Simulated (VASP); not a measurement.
Calculation: RPBE GGA, VASP's PBE PAW potentials (set 64) (plane waves; VASP).

VASP input:

**KPOINTS**
```
Automatic mesh
0
Gamma
9 9 9
0 0 0
```

**POSCAR**
```
NaCl
1
    0.0000000000     2.9188453354     2.9188453354
    2.9188453354     0.0000000000     2.9188453354
    2.9188453354     2.9188453354     0.0000000000
Na Cl
1 1
Direct
  0.0000000000   0.0000000000   0.0000000000
  0.5000000000   0.5000000000   0.5000000000
```

### INCAR
```
SYSTEM = NaCl
PREC = Accurate; ENCUT = 520; LREAL = .False.
LASPH = .True.
EDIFF = 1E-7; NELM = 100; ALGO = Normal
ISMEAR = -5
GGA = RP
ISIF = 2
LWAVE = .False.; LCHARG = .True.; LORBIT = 11
NEDOS = 601
```

POTCAR, in this order: Na_pv Cl (PBE.64 set). Program: vasp_std.

Output

File OSZICAR:
```
       N       E                     dE             d eps       ncg     rms          rms(c)
DAV:   1     0.952197956565E+02    0.95220E+02   -0.73397E+03   770   0.122E+03
DAV:   2     0.284214055147E+01   -0.92378E+02   -0.86536E+02   855   0.270E+02
DAV:   3    -0.646534079785E+01   -0.93075E+01   -0.92409E+01   928   0.839E+01
DAV:   4    -0.667526184599E+01   -0.20992E+00   -0.20963E+00   896   0.142E+01
DAV:   5    -0.668020350908E+01   -0.49417E-02   -0.49413E-02   952   0.220E+00    0.246E+00
DAV:   6    -0.645544762679E+01    0.22476E+00   -0.46680E-01   893   0.402E+00    0.192E+00
DAV:   7    -0.644869741351E+01    0.67502E-02   -0.12658E-01   869   0.232E+00    0.124E+00
DAV:   8    -0.646241876941E+01   -0.13721E-01   -0.22092E-02   782   0.145E+00    0.244E-01
DAV:   9    -0.646254274441E+01   -0.12398E-03   -0.31925E-04   947   0.179E-01    0.143E-01
DAV:  10    -0.646312832521E+01   -0.58558E-03   -0.11977E-03   791   0.308E-01    0.718E-02
DAV:  11    -0.646311981001E+01    0.85152E-05   -0.21485E-05   923   0.546E-02    0.954E-03
DAV:  12    -0.646312490189E+01   -0.50919E-05   -0.61164E-06   797   0.281E-02    0.130E-03
DAV:  13    -0.646312624480E+01   -0.13429E-05   -0.20680E-06   809   0.130E-02    0.296E-03
DAV:  14    -0.646312605387E+01    0.19092E-06   -0.80135E-08   907   0.227E-03    0.765E-04
DAV:  15    -0.646312603890E+01    0.14972E-07   -0.44126E-09   445   0.764E-04
   1 F= -.64631260E+01 E0= -.64631260E+01  d E =0.000000E+00
```

File OUTCAR:
```
------------------------ aborting loop because EDIFF is reached ----------------------------------------
  FORCE on cell =-STRESS in cart. coord.  units (eV):
  Direction    XX          YY          ZZ          XY          YZ          ZX
  --------------------------------------------------------------------------------------
  Total        0.0030515      0.0030515      0.0030515      0.0000000      0.0000000      0.0000000
  in kB        0.0983011      0.0983011      0.0983011      0.0000000      0.0000000      0.0000000
  external PRESSURE =       0.0983011 kB  Pullay stress =       0.0000000 kB
  volume of cell :       49.74
      direct lattice vectors                 reciprocal lattice vectors
     0.000000000  2.918845335  2.918845335    -0.171300615  0.171300615  0.171300615
     2.918845335  0.000000000  2.918845335     0.171300615 -0.171300615  0.171300615
     2.918845335  2.918845335  0.000000000     0.171300615  0.171300615 -0.171300615
  FREE ENERGIE OF THE ION-ELECTRON SYSTEM (eV)
  ---------------------------------------------------
  free  energy   TOTEN  =        -6.4631260389 eV

  energy  without entropy=       -6.4631260389  energy(sigma->0) =       -6.46312604

 total charge

# of ion       s       p       d       tot
------------------------------------------
    1        0.034   5.970   0.000   6.004
    2        1.592   3.597   0.000   5.189
--------------------------------------------------
tot          1.626   9.567   0.000  11.192
```
(Selected blocks of OUTCAR.)

The compound is NaCl in the rock salt structure. It was relaxed first, which changed the volume by +11 %.
